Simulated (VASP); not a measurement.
## GdO: equation of state with PBEsol

Crystal: GdO.

```
Gd O
1.0
     0.00000    2.65454    2.65454
     2.65454    0.00000    2.65454
     2.65454    2.65454    0.00000
Gd O
1 1
Direct
  0.00000 0.00000 0.00000
  0.75000 0.75000 0.75000
```

```
Program                : VASP 6.6.1
Task                   : equation of state
Functional             : PBEsol
Potentials or basis    : VASP PAW PBE potentials, release 64 (Gd, O)
Cutoff                 : 520 eV
k mesh                 : 8 × 8 × 8
Occupations            : fermi-dirac, width 0.05 eV
Spin                   : collinear spin, ferromagnetic start
Starting moments       : [7.0, 0.0] μB
Ladder                 : gaps
Further INCAR settings : ALGO = Normal; EDIFF = 1e-06
```

The equilibrium volume is 18.81 Å³/atom, the bulk modulus is 104 GPa and the pressure derivative of the bulk modulus is 4.0 (rough: it moves with the points fitted).

Energy against volume, from the lowest point:
| volume (Å³/atom) | energy (meV/atom) |
| --- | --- |
| 17.957 | 13.30 |
| 18.331 | 3.91 |
| 18.706 | 0.00 |
| 19.080 | 1.04 |
| 19.454 | 6.55 |

All runs of the series together: 4.2 min on 1 thread of Intel(R) Xeon(R) Platinum 8488C (Sapphire Rapids) (shared host).

Caveat: the PAW data sets were made with another functional, which shifts forces and pressure a little; spin-orbit coupling is left out, which moves the levels of the heavy elements; without U or exact exchange the open f shell lies at the Fermi level, which spoils levels, moments and volumes. The state reached can hang on the start; a lower one may exist.
